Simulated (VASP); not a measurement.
Output of a VASP run:

OUTCAR:
```
 ion  position               nearest neighbor table
   1  0.666  0.666  0.000-   2 2.63   3 2.66   3 2.66   3 2.66   3 2.66   3 2.66   2 2.67   2 2.67
                             2 2.67   2 2.67
   2  0.334  0.334  0.000-   1 2.63   3 2.66   3 2.66   3 2.66   3 2.66   3 2.66   1 2.67   1 2.67
                             1 2.67   1 2.67
   3  0.000  0.000  0.000-   2 2.66   1 2.66   1 2.66   1 2.66   1 2.66   2 2.66   2 2.66   2 2.66
                             1 2.66   2 2.66
  LATTYP: Found a body centered tetragonal cell.
 ALAT       =     3.2611319112
 C/A-ratio  =     2.4368994782
 Subroutine PRICEL returns:
 Original cell was already a primitive cell.
 Subroutine GETGRP returns: Found 16 space group operations
The static configuration has the point symmetry D_4h.
The dynamic configuration has the point symmetry D_4h.
 Subroutine INISYM returns: Found 16 space group operations
 Subroutine IBZKPT returns following result:
 Found    196 irreducible k-points:

 Following reciprocal coordinates:
            Coordinates               Weight
  0.000000  0.000000  0.000000      1.000000
  0.076923  0.000000  0.000000      8.000000
  0.153846  0.000000  0.000000      8.000000
  0.230769  0.000000 -0.000000      8.000000
  0.307692  0.000000  0.000000      8.000000
  0.384615 -0.000000  0.000000      8.000000
  0.461538  0.000000 -0.000000      8.000000
  0.076923  0.076923  0.000000      8.000000
  0.153846  0.076923  0.000000     16.000000
  0.230769  0.076923  0.000000     16.000000
  0.307692  0.076923  0.000000     16.000000
  0.384615  0.076923  0.000000     16.000000
  0.461538  0.076923  0.000000     16.000000
 -0.461538  0.076923  0.000000     16.000000
 -0.384615  0.076923  0.000000     16.000000
 -0.307692  0.076923  0.000000     16.000000
 -0.230769  0.076923  0.000000     16.000000
 -0.153846  0.076923 -0.000000     16.000000
 -0.076923  0.076923  0.000000      4.000000
  0.153846  0.153846  0.000000      8.000000
  0.230769  0.153846  0.000000     16.000000
  0.307692  0.153846  0.000000     16.000000
  0.384615  0.153846  0.000000     16.000000
  0.461538  0.153846  0.000000     16.000000
 -0.461538  0.153846  0.000000     16.000000
 -0.384615  0.153846 -0.000000     16.000000
 -0.307692  0.153846  0.000000     16.000000
 -0.230769  0.153846  0.000000     16.000000
 -0.153846  0.153846  0.000000      4.000000
  0.230769  0.230769 -0.000000      8.000000
  0.307692  0.230769  0.000000     16.000000
  0.384615  0.230769  0.000000     16.000000
  0.461538  0.230769  0.000000     16.000000
 -0.461538  0.230769  0.000000     16.000000
 -0.384615  0.230769 -0.000000     16.000000
 -0.307692  0.230769 -0.000000     16.000000
 -0.230769  0.230769  0.000000      4.000000
  0.307692  0.307692  0.000000      8.000000
  0.384615  0.307692  0.000000     16.000000
  0.461538  0.307692  0.000000     16.000000
   k-points           NKPTS =    196   k-points in BZ     NKDIM =    196   number of bands    NBANDS=     15
   number of dos      NEDOS =    301   number of ions     NIONS =      3
   total plane-waves  NPLWV =  46656
   dimension x,y,z NGX =    36 NGY =   36 NGZ =   36
   dimension x,y,z NGXF=    72 NGYF=   72 NGZF=   72
   ions per type =               2   1
   PREC   = accura    normal or accurate (medium, high low for compatibility)
   ISTART =      0    job   : 0-new  1-cont  2-samecut
   ICHARG =      2    charge: 1-file 2-atom 10-const
   ISPIN  =      1    spin polarized calculation?
   LNONCOLLINEAR =      F non collinear calculations
   LSORBIT =      F    spin-orbit coupling
   INIWAV =      1    electr: 0-lowe 1-rand  2-diag
   ENCUT  =  520.0 eV  38.22 Ry    6.18 a.u.   8.54  8.54  8.54*2*pi/ulx,y,z
   NELM   =    100;   NELMIN=  2; NELMDL= -5     # of ELM steps
   EDIFF  = 0.1E-06   stopping-criterion for ELM
   LREAL  =      F    real-space projection
   NLSPLINE    = F    spline interpolate recip. space projectors
   LMAXMIX     =    6 max onsite mixed and CHGCAR
...
```

**OSZICAR**
```
       N       E                     dE             d eps       ncg     rms          rms(c)
DAV:   1     0.126113997553E+03    0.12611E+03   -0.11098E+04  5880   0.147E+03
DAV:   2    -0.213178434166E+02   -0.14743E+03   -0.14538E+03  6699   0.358E+02
DAV:   3    -0.256713985196E+02   -0.43536E+01   -0.42353E+01  7973   0.519E+01
DAV:   4    -0.257065801862E+02   -0.35182E-01   -0.35171E-01  6601   0.539E+00
DAV:   5    -0.257070185662E+02   -0.43838E-03   -0.43837E-03  8044   0.617E-01    0.233E+01
DAV:   6    -0.249018834980E+02    0.80514E+00   -0.53726E+00  7133   0.166E+01    0.748E+00
DAV:   7    -0.248170152304E+02    0.84868E-01   -0.40529E-01  6727   0.368E+00    0.440E+00
DAV:   8    -0.247917932763E+02    0.25222E-01   -0.58543E-02  7462   0.215E+00    0.309E-01
DAV:   9    -0.247914070438E+02    0.38623E-03   -0.16022E-03  7189   0.324E-01    0.187E-01
DAV:  10    -0.247913317195E+02    0.75324E-04   -0.38705E-04  7147   0.195E-01    0.342E-02
DAV:  11    -0.247913235353E+02    0.81843E-05   -0.47083E-05  7315   0.571E-02    0.146E-02
DAV:  12    -0.247913232888E+02    0.24651E-06   -0.20394E-06  7231   0.101E-02    0.331E-03
DAV:  13    -0.247913226999E+02    0.58889E-06   -0.27401E-07  6387   0.511E-03    0.565E-04
DAV:  14    -0.247913226231E+02    0.76805E-07   -0.16253E-08  3528   0.133E-03
   1 F= -.24791323E+02 E0= -.24791336E+02  d E =-.247913E+02
       N       E                     dE             d eps       ncg     rms          rms(c)
DAV:   1    -0.247933356935E+02   -0.20130E-02   -0.56030E-02  6454   0.238E+00    0.206E-01
DAV:   2    -0.247922070168E+02    0.11287E-02   -0.23363E-03  7455   0.402E-01    0.111E-01
DAV:   3    -0.247918457988E+02    0.36122E-03   -0.91383E-04  7644   0.232E-01    0.308E-02
DAV:   4    -0.247918430009E+02    0.27979E-05   -0.48376E-05  6321   0.548E-02    0.119E-02
DAV:   5    -0.247918422111E+02    0.78982E-06   -0.19057E-06  7672   0.945E-03    0.625E-03
DAV:   6    -0.247918421144E+02    0.96642E-07   -0.45639E-07  6937   0.452E-03
   2 F= -.24791842E+02 E0= -.24791861E+02  d E =-.519491E-03
       N       E                     dE             d eps       ncg     rms          rms(c)
DAV:   1    -0.247919286069E+02   -0.86396E-04   -0.20662E-03  6426   0.458E-01    0.396E-02
DAV:   2    -0.247918863835E+02    0.42223E-04   -0.87638E-05  7462   0.774E-02    0.213E-02
DAV:   3    -0.247918730258E+02    0.13358E-04   -0.33002E-05  7644   0.438E-02    0.607E-03
DAV:   4    -0.247918728660E+02    0.15978E-06   -0.17983E-06  6377   0.106E-02    0.230E-03
DAV:   5    -0.247918728452E+02    0.20806E-07   -0.67897E-08  4032   0.185E-03
   3 F= -.24791873E+02 E0= -.24791891E+02  d E =-.550222E-03
       N       E                     dE             d eps       ncg     rms          rms(c)
DAV:   1    -0.247920261392E+02   -0.15327E-03   -0.54655E-03  6902   0.656E-01    0.542E-02
DAV:   2    -0.247919458220E+02    0.80317E-04   -0.21992E-04  7077   0.119E-01    0.277E-02
DAV:   3    -0.247919227368E+02    0.23085E-04   -0.56329E-05  7532   0.557E-02    0.768E-03
DAV:   4    -0.247919221733E+02    0.56344E-06   -0.42777E-06  6839   0.160E-02    0.395E-03
DAV:   5    -0.247919221301E+02    0.43209E-07   -0.19397E-07  5916   0.293E-03
   4 F= -.24791922E+02 E0= -.24791940E+02  d E =-.492849E-04
```

### OUTCAR
```
------------------------ aborting loop because EDIFF is reached ----------------------------------------
  FORCE on cell =-STRESS in cart. coord.  units (eV):
  Direction    XX          YY          ZZ          XY          YZ          ZX
  --------------------------------------------------------------------------------------
  Total       -1.5836028     -1.5836028     -1.5898563      0.0000000     -0.0000000     -0.0000000
  in kB      -60.0404742    -60.0404742    -60.2775717      0.0000000     -0.0000000     -0.0000000
  external PRESSURE =     -60.1195067 kB  Pullay stress =       0.0000000 kB
  volume of cell :       42.26
      direct lattice vectors                 reciprocal lattice vectors
    -1.631731022  1.631731022  3.967853108     0.000000000  0.306423052  0.126012729
     1.631731022 -1.631731022  3.967853108     0.306423052  0.000000000  0.126012729
     1.631731022  1.631731022 -3.967853108     0.306423052  0.306423052  0.000000000
 POSITION                                       TOTAL-FORCE (eV/Angst)
 -----------------------------------------------------------------------------------
      1.63173      1.63173      1.30919        -0.000000     -0.000000      0.002358
      0.00000      0.00000      2.65866         0.000000      0.000000     -0.002358
      0.00000      0.00000      0.00000        -0.000000     -0.000000     -0.000000
 -----------------------------------------------------------------------------------
    total drift:                                0.000000     -0.000000     -0.000000
  FREE ENERGIE OF THE ION-ELECTRON SYSTEM (eV)
  ---------------------------------------------------
  free  energy   TOTEN  =       -24.7919221301 eV

  energy  without entropy=      -24.7919767646  energy(sigma->0) =      -24.79194034

 reached required accuracy - stopping structural energy minimisation
```
(Selected blocks of OUTCAR.)

**POSCAR**
```
WSi2
1
   -1.6305659556     1.6305659556     3.9735253264
    1.6305659556    -1.6305659556     3.9735253264
    1.6305659556     1.6305659556    -3.9735253264
Si W
2 1
Direct
  0.6655895076   0.6655895076   0.0000000000
  0.3344104924   0.3344104924   0.0000000000
  0.0000000000   0.0000000000   0.0000000000
```

Q: Write an INCAR and KPOINTS that could have produced this output.

A: Several could match; the one computed here: the input of the run itself, PBE GGA, plane waves, VASP's PBE PAW potentials (set 64).

File KPOINTS:
```
K-points
0
Gamma
  13 13 13
0 0 0
```

INCAR:
```
SYSTEM = WSi2
PREC = Accurate
ENCUT = 520
EDIFF = 1E-7
NELM = 100
ALGO = Normal
LREAL = .FALSE.
LASPH = .TRUE.
ISMEAR = 1
SIGMA = 0.1
GGA = PE
LMAXMIX = 6
LWAVE = .FALSE.
LCHARG = .FALSE.
ISIF = 4
IBRION = 2
NSW = 30
EDIFFG = -0.01
```

POTCAR, in this order: Si W_sv (PBE.64 set). Program: vasp_std.

The compound is WSi2 in the MoSi2 type structure. This cell is one point of a volume scan, at 1.03 of the reference volume. Symmetry was kept, so distortions that lower it aren't found.
